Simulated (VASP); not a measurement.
LuAl3N4:

```xyz
8
Lattice="-2.3750 2.3750 4.7500 2.3750 -2.3750 4.7500 2.3750 2.3750 -4.7500" Properties=species:S:1:pos:R:3 pbc="T T T"
Lu    0.0000    0.0000    0.0000
Al    0.0000    0.0000    4.7500
Al    2.3750    0.0000    2.3750
Al    0.0000    2.3750    2.3750
N     1.2588    1.2588   -1.2540
N     1.1162    1.1162    3.4960
N     1.1162   -1.1162    6.0040
N    -1.1162    1.1162    6.0040
```

The cell was built by a generator and needn't be a form met in nature.

- Program: VASP 6.6.1
- Task: relaxation of cell and atoms
- Functional: PBE
- Potentials or basis: VASP PAW PBE potentials, release 64 (Lu, Al, N)
- Cutoff: 520 eV
- k mesh: 4 × 4 × 4
- Occupations: gaussian, width 0.15 eV
- Spin: no spin polarisation

At the start: pressure -13.9 GPa; volume 13.40 Å³/atom.

**Question.** How do energy, volume and symmetry change on relaxing?

**Answer.** Over 22 steps the energy falls by 79.4 meV/atom and the volume is 12.08 Å³/atom (-9.8 %); space group I-42m (No. 121, to 0.05 Å).

Step by step:
```tsv
step	energy change (eV)	largest force (eV/Å)	pressure (GPa)	volume (Å³)
1	0.0000	1.0163	-13.90	107.17
2	2049.4226	61.2783	146.59	90.13
3	1513.0280	65.0816	785.66	99.55
4	233.8509	1.8927	-4.81	107.03
5	35.2229	3.4657	-302.54	106.89
6	-0.3099	0.9943	-8.93	103.18
7	-0.3170	1.0001	-8.70	103.07
8	-0.4187	0.9720	-7.02	101.30
9	-0.4597	0.9571	-5.28	100.43
10	-0.4777	0.9499	-4.99	99.99
11	-0.4860	0.9448	-4.55	99.77
12	-0.6028	0.3373	-8.17	98.15
13	-0.3802	1.3523	3.32	93.39
14	-0.6207	0.2940	8.49	96.29
15	-0.6273	0.0315	2.42	97.19
16	-0.6256	0.0743	-0.31	97.34
17	-0.6266	0.0564	-0.56	97.27
18	-0.6313	0.0752	-0.99	96.82
19	-0.6267	0.1692	1.83	95.45
20	-0.6327	0.1137	1.83	96.16
21	-0.6330	0.0902	0.69	96.46
22	-0.6350	0.0480	0.21	96.65
```

Final structure:
```
Lu Al N
1.0
    -2.31049    2.31049    4.52600
     2.31049   -2.31049    4.52600
     2.31049    2.31049   -4.52600
Lu Al N
1 3 4
Cartesian
  0.0000 0.0000 0.0000
  0.0000 0.0000 4.5260
  2.3105 0.0000 2.2630
  0.0000 2.3105 2.2630
  1.2683 1.2683 -1.2238
  1.0421 1.0421 3.3022
  1.0421 -1.0421 5.7497
  -1.0421 1.0421 5.7497
```

Caveat: the k mesh is coarse (spacing up to 0.47 Å⁻¹), so the values aren't converged.
